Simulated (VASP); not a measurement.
Method: PBE GGA, VASP's PBE PAW potentials (set 64) (plane waves; VASP).

VASP input:

INCAR:
```
! general
SYSTEM   =  Ga
PREC     =  Normal
ENCUT    =  400
LREAL    =  .FALSE.
LASPH    =  .TRUE.

! electronic loop
EDIFF    =  1E-5
NELM     =  100
NELMIN   =  4
ALGO     =  Fast
LMAXMIX  =  4

! smearing
ISMEAR   =  1
SIGMA    =  0.1

! functional
GGA      =  PE

! ions
IBRION   =  2
NSW      =  20
ISIF     =  2
EDIFFG   =  -0.03

! output
LWAVE    =  .TRUE.
LCHARG   =  .FALSE.
```

### POSCAR
```
Ga
1
    2.2617364695    -3.8936437710     0.0000000000
    2.2617364695     3.8936437710     0.0000000000
    0.0000000000     0.0000000000     4.6389267241
Ga
4
Direct
  0.1549000000   0.8451000000   0.9190000000
  0.3451000000   0.6549000000   0.4190000000
  0.6549000000   0.3451000000   0.5810000000
  0.8451000000   0.1549000000   0.0810000000
```

### KPOINTS
```
Automatic mesh
0
Gamma
12 12 12
0 0 0
```

POTCAR, in this order: Ga (PBE.64 set). Program: vasp_std.

The resulting files:

**OUTCAR**
```
 ion  position               nearest neighbor table
   1  0.155  0.845  0.919-   4 2.53   2 2.75   2 2.75   3 2.75   3 2.75   4 2.81   4 2.81
   2  0.345  0.655  0.419-   3 2.53   1 2.75   1 2.75   4 2.75   4 2.75   3 2.81   3 2.81
   3  0.655  0.345  0.581-   2 2.53   4 2.75   4 2.75   1 2.75   1 2.75   2 2.81   2 2.81
   4  0.845  0.155  0.081-   1 2.53   3 2.75   3 2.75   2 2.75   2 2.75   1 2.81   1 2.81
  LATTYP: Found a base centered orthorhombic cell.
 ALAT       =     4.5234729390
 B/A-ratio  =     1.7215284908
 C/A-ratio  =     1.0255232620
 Subroutine PRICEL returns:
 Original cell was already a primitive cell.
 Subroutine GETGRP returns: Found  8 space group operations
The static configuration has the point symmetry C_2h.
 The point group associated with its full space group is D_2h.
The dynamic configuration has the point symmetry C_2h.
 Subroutine INISYM returns: Found  8 space group operations
 Subroutine IBZKPT returns following result:
 Found    301 irreducible k-points:

 Following reciprocal coordinates:
            Coordinates               Weight
  0.000000  0.000000  0.000000      1.000000
  0.083333  0.000000  0.000000      4.000000
  0.166667  0.000000  0.000000      4.000000
  0.250000  0.000000  0.000000      4.000000
  0.333333  0.000000  0.000000      4.000000
  0.416667  0.000000  0.000000      4.000000
  0.500000  0.000000  0.000000      2.000000
  0.083333  0.083333  0.000000      2.000000
  0.166667  0.083333  0.000000      4.000000
  0.250000  0.083333  0.000000      4.000000
  0.333333  0.083333  0.000000      4.000000
  0.416667  0.083333  0.000000      4.000000
  0.500000  0.083333  0.000000      4.000000
 -0.416667  0.083333  0.000000      4.000000
 -0.333333  0.083333  0.000000      4.000000
 -0.250000  0.083333  0.000000      4.000000
 -0.166667  0.083333  0.000000      4.000000
 -0.083333  0.083333  0.000000      2.000000
  0.166667  0.166667  0.000000      2.000000
...
```

**OSZICAR**
```
       N       E                     dE             d eps       ncg     rms          rms(c)
DAV:   1     0.214187831567E+02    0.21419E+02   -0.36594E+03  6020   0.759E+02
DAV:   2    -0.104358829582E+02   -0.31855E+02   -0.30901E+02  7876   0.101E+02
DAV:   3    -0.117316757066E+02   -0.12958E+01   -0.12723E+01  8032   0.222E+01
DAV:   4    -0.117430780042E+02   -0.11402E-01   -0.11212E-01  7694   0.171E+00
DAV:   5    -0.117431502370E+02   -0.72233E-04   -0.72177E-04  7432   0.108E-01    0.454E+00
RMM:   6    -0.116824163202E+02    0.60734E-01   -0.91508E-03  6020   0.114E+00    0.266E+00
RMM:   7    -0.116441258407E+02    0.38290E-01   -0.24633E-02  6020   0.176E+00    0.230E-01
RMM:   8    -0.116444601534E+02   -0.33431E-03   -0.12836E-03  6020   0.364E-01    0.240E-02
RMM:   9    -0.116444930898E+02   -0.32936E-04   -0.10655E-04  6028   0.753E-02    0.832E-03
RMM:  10    -0.116444966846E+02   -0.35948E-05   -0.16913E-05  4428   0.323E-02
   1 F= -.11644497E+02 E0= -.11644391E+02  d E =-.116445E+02
       N       E                     dE             d eps       ncg     rms          rms(c)
DAV:   1    -0.116456551888E+02   -0.11621E-02   -0.14114E-02  6944   0.713E-01    0.469E-02
RMM:   2    -0.116457312837E+02   -0.76095E-04   -0.83999E-04  5994   0.196E-01    0.161E-02
RMM:   3    -0.116457393497E+02   -0.80660E-05   -0.61690E-05  4985   0.572E-02    0.588E-03
RMM:   4    -0.116457398128E+02   -0.46306E-06   -0.54287E-06  3630   0.157E-02
   2 F= -.11645740E+02 E0= -.11645631E+02  d E =-.124313E-02
       N       E                     dE             d eps       ncg     rms          rms(c)
DAV:   1    -0.116458963075E+02   -0.15696E-03   -0.40683E-03  6814   0.382E-01    0.242E-02
RMM:   2    -0.116459181047E+02   -0.21797E-04   -0.23687E-04  5884   0.105E-01    0.828E-03
RMM:   3    -0.116459204569E+02   -0.23522E-05   -0.17105E-05  3875   0.305E-02    0.311E-03
RMM:   4    -0.116459206031E+02   -0.14618E-06   -0.12073E-06  2509   0.804E-03
   3 F= -.11645921E+02 E0= -.11645805E+02  d E =-.142392E-02
```

OUTCAR:
```
------------------------ aborting loop because EDIFF is reached ----------------------------------------
  FORCE on cell =-STRESS in cart. coord.  units (eV):
  Direction    XX          YY          ZZ          XY          YZ          ZX
  --------------------------------------------------------------------------------------
  Total        0.3964945     -0.1269604     -0.2252440      0.0000000      0.0000000      0.0000000
  in kB        7.7750284     -2.4896195     -4.4169047      0.0000000      0.0000000      0.0000000
  external PRESSURE =       0.2895014 kB  Pullay stress =       0.0000000 kB
  volume of cell :       81.70
      direct lattice vectors                 reciprocal lattice vectors
     2.261736470 -3.893643771  0.000000000     0.221069080 -0.128414418  0.000000000
     2.261736470  3.893643771  0.000000000     0.221069080  0.128414418  0.000000000
     0.000000000  0.000000000  4.638926724     0.000000000  0.000000000  0.215567104
 POSITION                                       TOTAL-FORCE (eV/Angst)
 -----------------------------------------------------------------------------------
      2.26174      2.68021      4.26225         0.000000     -0.001744      0.003714
      2.26174      1.21343      1.94279         0.000000      0.001744      0.003714
      2.26174     -1.21343      2.69614         0.000000     -0.001744     -0.003714
      2.26174     -2.68021      0.37667         0.000000      0.001744     -0.003714
 -----------------------------------------------------------------------------------
    total drift:                                0.000000      0.000000     -0.000000
  FREE ENERGIE OF THE ION-ELECTRON SYSTEM (eV)
  ---------------------------------------------------
  free  energy   TOTEN  =       -11.6459206031 eV

  energy  without entropy=      -11.6455739120  energy(sigma->0) =      -11.64580504

 reached required accuracy - stopping structural energy minimisation
```
(Selected blocks of OUTCAR.)

CONTCAR:
```
Ga
   1.00000000000000
     2.2617364695000002   -3.8936437709999998    0.0000000000000000
     2.2617364695000002    3.8936437709999998    0.0000000000000000
     0.0000000000000000    0.0000000000000000    4.6389267241000001
  Ga
     4
Direct
     0.1558224792204570    0.8441775207795430    0.9188016366879730
     0.3441775207795429    0.6558224792204570    0.4188016366879730
     0.6558224792204570    0.3441775207795429    0.5811983633120270
     0.8441775207795430    0.1558224792204570    0.0811983633120270
```

**OUTCAR**
```
 val. band max:        2.0646679524   @ k =  -0.2500   0.2500   0.4167

 cond. band min:       2.0796050950   @ k =   0.0833   0.0000   0.4167


 Fermi energy:         2.0787967524

 k-point     1 :       0.0000    0.0000    0.0000
  band No.  band energies     occupation
      1      -8.6617      2.00000
      2      -2.2618      2.00000
      3      -1.6964      2.00000
      4       0.4563      2.00000
      5       0.5251      2.00000
      6       1.3578      2.00000
      7       2.8891     -0.00000
      8       3.0828     -0.00000
      9       3.2856     -0.00000
     10       7.0097      0.00000

 k-point     2 :       0.0833    0.0000    0.0000
  band No.  band energies     occupation
      1      -8.5949      2.00000
      2      -2.2614      2.00000
      3      -1.6548      2.00000
      4      -0.7327      2.00000
      5       1.1235      2.00000
      6       1.7443      2.00002
      7       2.2371     -0.04771
      8       3.2374     -0.00000
      9       4.3348      0.00000
     10       6.5437      0.00000

 k-point     3 :       0.1667    0.0000    0.0000
  band No.  band energies     occupation
      1      -8.3947      2.00000
      2      -2.4862      2.00000
      3      -1.6393      2.00000
      4      -1.5432      2.00000
      5       0.7391      2.00000
      6       1.5270      2.00000
      7       2.9738     -0.00000
      8       3.9268     -0.00000
      9       5.2869      0.00000
     10       5.5680      0.00000

 k-point     4 :       0.2500    0.0000    0.0000
  band No.  band energies     occupation
      1      -8.0612      2.00000
      2      -3.4122      2.00000
      3      -1.7319      2.00000
      4      -1.4065      2.00000
      5       0.4720      2.00000
      6       1.0457      2.00000
      7       4.1364      0.00000
      8       4.1622      0.00000
      9       4.6409      0.00000
     10       5.1927      0.00000

 k-point     5 :       0.3333    0.0000    0.0000
...
```

The compound is Ga in the alpha structure. This run relaxes the ions in a fixed cell. Symmetry was kept, so distortions that lower it aren't found.
